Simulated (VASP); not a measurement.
Consider the following.

```
CELL_PARAMETERS angstrom
      1.50134     0.86680     6.69138
     -1.50134     0.86680     6.69138
      0.00000    -1.73359     6.69138
ATOMIC_POSITIONS crystal
  Ga 0.50000 0.50000 0.50000
  Hg 0.00000 0.00000 0.00000
  O  0.88324 0.88324 0.88324
  O  0.11676 0.11676 0.11676
```

Calculation: PBEsol GGA, VASP's PBE PAW potentials (set 64) (plane waves; VASP). Numerical set-up: 520 eV cut-off, Gaussian smearing of 0.050 eV, potentials Ga_d Hg O.

Problem. Give the energies of bands 10 to 21 at the high-symmetry points, in eV from the Fermi level.

Solution. 
```
band      Γ      T     H2      L     S0      F
----  -----  -----  -----  -----  -----  -----
10    -7.12  -7.12  -6.96  -7.11  -6.92  -6.80
11    -7.12  -6.46  -6.86  -6.98  -6.89  -6.23
12    -5.97  -5.97  -6.75  -6.26  -6.81  -5.92
13    -5.97  -5.97  -6.42  -5.49  -6.41  -5.87
14    -3.20  -5.82  -5.06  -4.91  -5.08  -5.49
15    -2.37  -1.91  -4.55  -3.61  -4.46  -3.75
16    -2.01  -1.91  -3.77  -2.77  -3.83  -3.47
17    -2.01  -1.75  -2.19  -2.45  -2.17  -2.17
18    -1.67  -1.75  -2.02  -1.60  -2.04  -1.47
19    -1.67   0.11   2.40   0.09   2.51   0.32
20     4.10   1.70   3.55   1.66   3.56   2.18
21     4.14   5.97   4.00   5.67   3.86   5.83
```

It has no gap at this level: it comes out as a metal or semimetal.

The structure comes from a computed database's GaHgO2 entry (R-3m); how it stands against other phases isn't given here. It was relaxed first. The electron count is odd and the run is not spin-polarised, which forces a metal.
